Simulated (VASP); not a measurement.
Energy against volume of ZrO2 (fluorite). Method: LDA (Ceperley-Alder, Perdew-Zunger), VASP's LDA PAW potentials (set 64) (plane waves; VASP).

```json
[
 {"V (Å³/atom)": "9.983", "E (eV/atom)": "-10.41914"},
 {"V (Å³/atom)": "10.302", "E (eV/atom)": "-10.44683"},
 {"V (Å³/atom)": "10.620", "E (eV/atom)": "-10.45563"},
 {"V (Å³/atom)": "10.939", "E (eV/atom)": "-10.44828"},
 {"V (Å³/atom)": "11.258", "E (eV/atom)": "-10.42712"}
]
```

**Question.** Fit a third-order Birch-Murnaghan equation of state.

**Answer.** 
* **volume per atom**: 10.63 Å³/atom
* **bulk modulus**: 269 GPa
* **pressure derivative of the bulk modulus**: 4.21
* **lattice constant a**: 5.033 Å

Measured: a 5.090 Å at 0 K (computed value off by -1.1 %), as given by Xinyuan Zhao et al., Physical review. B, Condensed matter (2002), arXiv:cond-mat/0108491 [extrapolated to 0 K from high-temperature diffraction of the cubic phase (5.27 Å at 2410 °C), as arXiv:1708.09424 says of the same reference; zero-point expansion not removed].

The compound is ZrO2 in the fluorite structure, the high-temperature cubic form, which is unstable at 0 K; the monoclinic form is the stable one. It was relaxed first.
